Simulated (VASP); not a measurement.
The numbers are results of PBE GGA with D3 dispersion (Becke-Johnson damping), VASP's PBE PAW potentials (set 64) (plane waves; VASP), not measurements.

A VASP calculation is set up with these files.

INCAR:
```
ALGO=Normal
EDIFF=1E-7
EDIFFG=-0.01
ENCUT=520
GGA=PE
IBRION=2
ISIF=4
ISMEAR=1
IVDW=12
LASPH=.TRUE.
LCHARG=.FALSE.
LMAXMIX=4
LREAL=.FALSE.
LWAVE=.FALSE.
NELM=100
NSW=30
PREC=Accurate
SIGMA=0.1
SYSTEM=Zn
```

### KPOINTS
```
Automatic mesh
0
G
16 16 8
0 0 0
```

**POSCAR**
```
Zn
1
    1.3525691306    -2.3427188851     0.0000000000
    1.3525691306     2.3427188851     0.0000000000
    0.0000000000     0.0000000000     4.7434278350
Zn
2
Direct
  0.3333330000   0.6666670000   0.2500000000
  0.6666670000   0.3333330000   0.7500000000
```

POTCAR, in this order: Zn (PBE.64 set). Program: vasp_std.

Output

**OSZICAR**
```
       N       E                     dE             d eps       ncg     rms          rms(c)
DAV:   1     0.971460661344E+02    0.97146E+02   -0.12871E+04  4864   0.237E+03
DAV:   2     0.347000183628E+00   -0.96799E+02   -0.95240E+02  4880   0.303E+02
DAV:   3    -0.241257532177E+01   -0.27596E+01   -0.27557E+01  5992   0.629E+01
DAV:   4    -0.242055122861E+01   -0.79759E-02   -0.79755E-02  5648   0.341E+00
DAV:   5    -0.242056330198E+01   -0.12073E-04   -0.12074E-04  5800   0.110E-01    0.406E+00
DAV:   6    -0.222402379284E+01    0.19654E+00   -0.97162E-01  4920   0.220E+01    0.307E+00
DAV:   7    -0.221509719587E+01    0.89266E-02   -0.29588E-02  6160   0.321E+00    0.158E+00
DAV:   8    -0.221069838297E+01    0.43988E-02   -0.17184E-03  6432   0.694E-01    0.453E-02
DAV:   9    -0.221070138412E+01   -0.30012E-05   -0.22795E-04  6824   0.230E-01    0.334E-02
DAV:  10    -0.221070421237E+01   -0.28283E-05   -0.22961E-05  5216   0.645E-02    0.302E-03
DAV:  11    -0.221070401826E+01    0.19411E-06   -0.14792E-07  5056   0.594E-03    0.170E-03
DAV:  12    -0.221070366046E+01    0.35781E-06   -0.34048E-08  2984   0.356E-03    0.721E-05
DAV:  13    -0.221070366675E+01   -0.62951E-08   -0.10062E-08  2904   0.112E-03
   1 F= -.30241591E+01 E0= -.30240596E+01  d E =-.302416E+01
       N       E                     dE             d eps       ncg     rms          rms(c)
DAV:   1    -0.226298798345E+01   -0.52284E-01   -0.10003E+00  5504   0.964E+00    0.137E+00
DAV:   2    -0.223361974017E+01    0.29368E-01   -0.29314E-02  5168   0.330E+00    0.827E-01
DAV:   3    -0.221754991027E+01    0.16070E-01   -0.19938E-02  6688   0.262E+00    0.834E-02
DAV:   4    -0.221774791385E+01   -0.19800E-03   -0.24095E-03  5072   0.581E-01    0.547E-02
DAV:   5    -0.221774524675E+01    0.26671E-05   -0.23485E-05  5680   0.101E-01    0.781E-03
DAV:   6    -0.221774367868E+01    0.15681E-05   -0.23343E-06  5896   0.201E-02    0.890E-04
DAV:   7    -0.221774371232E+01   -0.33644E-07   -0.22547E-07  4376   0.605E-03
   2 F= -.30314356E+01 E0= -.30312435E+01  d E =-.727652E-02
       N       E                     dE             d eps       ncg     rms          rms(c)
DAV:   1    -0.238119801749E+01   -0.16345E+00   -0.34051E+00  5608   0.178E+01    0.252E+00
DAV:   2    -0.227988725179E+01    0.10131E+00   -0.10417E-01  5152   0.570E+00    0.151E+00
DAV:   3    -0.222510497766E+01    0.54782E-01   -0.72299E-02  6480   0.448E+00    0.163E-01
DAV:   4    -0.222575408782E+01   -0.64911E-03   -0.77610E-03  5040   0.102E+00    0.111E-01
DAV:   5    -0.222573929379E+01    0.14794E-04   -0.10500E-04  5600   0.153E-01    0.186E-02
DAV:   6    -0.222572980152E+01    0.94923E-05   -0.12224E-05  6000   0.553E-02    0.139E-03
DAV:   7    -0.222572999907E+01   -0.19756E-06   -0.14539E-06  5488   0.147E-02    0.103E-03
DAV:   8    -0.222573004177E+01   -0.42699E-07   -0.33813E-08  2736   0.455E-03
   3 F= -.30399843E+01 E0= -.30400879E+01  d E =-.158252E-01
```

**OUTCAR**
```
------------------------ aborting loop because EDIFF is reached ----------------------------------------
 Edisp (eV)   -0.81425
  FORCE on cell =-STRESS in cart. coord.  units (eV):
  Direction    XX          YY          ZZ          XY          YZ          ZX
  --------------------------------------------------------------------------------------
  Total      -0.71713    -0.71713    -0.73732     0.00000    -0.00000     0.00000
  in kB     -38.22158   -38.22159   -39.29749     0.00000    -0.00000     0.00000
  external pressure =      -38.58 kB  Pullay stress =        0.00 kB
  volume of cell :       30.06
      direct lattice vectors                 reciprocal lattice vectors
     1.329158411 -2.302170259 -0.000000000     0.376177885 -0.217186369 -0.000000000
     1.329158411  2.302170259  0.000000000     0.376177885  0.217186369 -0.000000000
     0.000000000  0.000000000  4.911993290     0.000000000 -0.000000000  0.203583340
 POSITION                                       TOTAL-FORCE (eV/Angst)
 -----------------------------------------------------------------------------------
      1.32916      0.76739      1.22800        -0.000000     -0.000000      0.000000
      1.32916     -0.76739      3.68399         0.000000      0.000000      0.000000
 -----------------------------------------------------------------------------------
    total drift:                                0.000000      0.000072      0.000003
  FREE ENERGIE OF THE ION-ELECTRON SYSTEM (eV)
  ---------------------------------------------------
  free  energy   TOTEN  =        -3.0399842915 eV

  energy  without entropy=       -3.0402951412  energy(sigma->0) =       -3.04008791

 reached required accuracy - stopping structural energy minimisation
```
(Selected blocks of OUTCAR.)

CONTCAR:
```
Zn
   1.00000000000000
     1.3291584105896215   -2.3021702587940047   -0.0000000000000000
     1.3291584105896215    2.3021702587940047    0.0000000000000000
     0.0000000000000000    0.0000000000000000    4.9119932896152605
  Zn
     2
Direct
     0.3333330000000032    0.6666669999999968    0.2500000000000000
     0.6666669999999968    0.3333330000000032    0.7500000000000000
```

The compound is Zn in the hcp structure. This cell is one point of a volume scan, at 1.06 of the reference volume. Symmetry was kept, so distortions that lower it aren't found.
